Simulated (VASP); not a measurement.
Calculation: PBE GGA with D3 dispersion (zero damping), VASP's PBE PAW potentials (set 64) (plane waves; VASP).

The input files of a VASP run:

### INCAR
```
! general
SYSTEM  = CoGa
PREC    = Accurate
ENCUT   = 520
LREAL   = .FALSE.
LASPH   = .TRUE.

! electronic loop
EDIFF   = 1E-6
NELM    = 100
ALGO    = Normal
LMAXMIX = 4

! smearing
ISMEAR  = 1
SIGMA   = 0.1

! functional
GGA     = PE
IVDW    = 11

! ions
IBRION  = 2
NSW     = 60
ISIF    = 3
EDIFFG  = -0.01

! output
LWAVE   = .FALSE.
LCHARG  = .FALSE.
```

**KPOINTS**
```
kpoints
0
Gamma
  12 12 12
0 0 0
```

POSCAR:
```
CoGa
1.0
  2.8504771063   0.0000000000   0.0000000000
  0.0000000000   2.8504771063   0.0000000000
  0.0000000000   0.0000000000   2.8504771063
Ga Co
1 1
Cart
  1.4252385532   1.4252385532   1.4252385532
  0.0000000000   0.0000000000   0.0000000000
```

POTCAR, in this order: Ga_d Co (PBE.64 set). Program: vasp_std.

The resulting files:

### OSZICAR
```
       N       E                     dE             d eps       ncg     rms          rms(c)
DAV:   1     0.976525556699E+02    0.97653E+02   -0.10887E+04  2624   0.264E+03
DAV:   2    -0.643366834570E+01   -0.10409E+03   -0.10181E+03  2653   0.358E+02
DAV:   3    -0.113553797549E+02   -0.49217E+01   -0.49003E+01  2961   0.825E+01
DAV:   4    -0.114290032094E+02   -0.73623E-01   -0.73612E-01  3300   0.945E+00
DAV:   5    -0.114313757534E+02   -0.23725E-02   -0.23725E-02  3157   0.148E+00    0.974E+00
DAV:   6    -0.123299752925E+02   -0.89860E+00   -0.21225E+01  2868   0.624E+01    0.108E+01
DAV:   7    -0.104902805718E+02    0.18397E+01   -0.86417E+00  2633   0.463E+01    0.189E+00
DAV:   8    -0.104708322418E+02    0.19448E-01   -0.23551E-01  2936   0.555E+00    0.656E-01
DAV:   9    -0.104645379934E+02    0.62942E-02   -0.20395E-02  3358   0.233E+00    0.139E-01
DAV:  10    -0.104642922423E+02    0.24575E-03   -0.68409E-04  3242   0.370E-01    0.727E-02
DAV:  11    -0.104642805166E+02    0.11726E-04   -0.11686E-04  3554   0.197E-01    0.148E-02
DAV:  12    -0.104642792434E+02    0.12732E-05   -0.72939E-06  2919   0.477E-02    0.309E-03
DAV:  13    -0.104642791564E+02    0.86981E-07   -0.59313E-07  1645   0.109E-02
   1 F= -.11180937E+02 E0= -.11181131E+02  d E =-.111809E+02
```

File OUTCAR:
```
------------------------ aborting loop because EDIFF is reached ----------------------------------------
 Edisp (eV)   -0.71666
  FORCE on cell =-STRESS in cart. coord.  units (eV):
  Direction    XX          YY          ZZ          XY          YZ          ZX
  --------------------------------------------------------------------------------------
  Total      -0.00535    -0.00535    -0.00535    -0.00000    -0.00000     0.00000
  in kB      -0.36977    -0.36977    -0.36977    -0.00000    -0.00000     0.00000
  external pressure =       -0.37 kB  Pullay stress =        0.00 kB
  volume of cell :       23.16
      direct lattice vectors                 reciprocal lattice vectors
     2.850477106  0.000000000  0.000000000     0.350818464  0.000000000  0.000000000
     0.000000000  2.850477106  0.000000000     0.000000000  0.350818464  0.000000000
     0.000000000  0.000000000  2.850477106     0.000000000  0.000000000  0.350818464
 POSITION                                       TOTAL-FORCE (eV/Angst)
 -----------------------------------------------------------------------------------
      1.42524      1.42524      1.42524         0.000000      0.000000      0.000000
      0.00000      0.00000      0.00000         0.000000      0.000000      0.000000
 -----------------------------------------------------------------------------------
    total drift:                                0.000000      0.000000     -0.000000
  FREE ENERGIE OF THE ION-ELECTRON SYSTEM (eV)
  ---------------------------------------------------
  free  energy   TOTEN  =       -11.1809365172 eV

  energy  without entropy=      -11.1815209086  energy(sigma->0) =      -11.18113131

 reached required accuracy - stopping structural energy minimisation
```
(Selected blocks of OUTCAR.)

OUTCAR:
```
 val. band max:       10.2131711870   @ k =   0.5000   0.4167   0.1667

 cond. band min:      10.2431933528   @ k =   0.5000   0.2500   0.0000


 Fermi energy:        10.2199670631

 k-point     1 :       0.0000    0.0000    0.0000
  band No.  band energies     occupation
      1      -5.0493      2.00000
      2      -5.0493      2.00000
      3      -4.6737      2.00000
      4      -4.6737      2.00000
      5      -4.6737      2.00000
      6      -2.1361      2.00000
      7       7.5337      2.00000
      8       7.5337      2.00000
      9       9.4236      2.00000
     10       9.4236      2.00000
     11       9.4236      2.00000
     12      15.4965      0.00000
     13      15.4965      0.00000
     14      15.4965      0.00000
     15      21.4263      0.00000

 k-point     2 :       0.0833    0.0000    0.0000
  band No.  band energies     occupation
      1      -5.0452      2.00000
      2      -5.0296      2.00000
      3      -4.6808      2.00000
      4      -4.6808      2.00000
      5      -4.6720      2.00000
      6      -2.0019      2.00000
      7       7.5090      2.00000
      8       7.5483      2.00000
      9       9.3318      2.00000
     10       9.3318      2.00000
     11       9.4239      2.00000
     12      14.5145      0.00000
     13      15.7359      0.00000
     14      15.7359      0.00000
     15      21.4483      0.00000

 k-point     3 :       0.1667    0.0000    0.0000
  band No.  band energies     occupation
      1      -5.0340      2.00000
      2      -4.9773      2.00000
      3      -4.7002      2.00000
      4      -4.7002      2.00000
      5      -4.6674      2.00000
      6      -1.5986      2.00000
      7       7.3588      2.00000
      8       7.5889      2.00000
      9       9.1025      2.00000
     10       9.1025      2.00000
     11       9.4246      2.00000
     12      12.7392      0.00000
     13      16.4084      0.00000
     14      16.4084      0.00000
     15      21.5144      0.00000
...
```

The compound is CoGa in the CsCl type structure. It was relaxed first. The start is the result of an earlier pass. The run is not spin-polarised, so no magnetic state was tried.
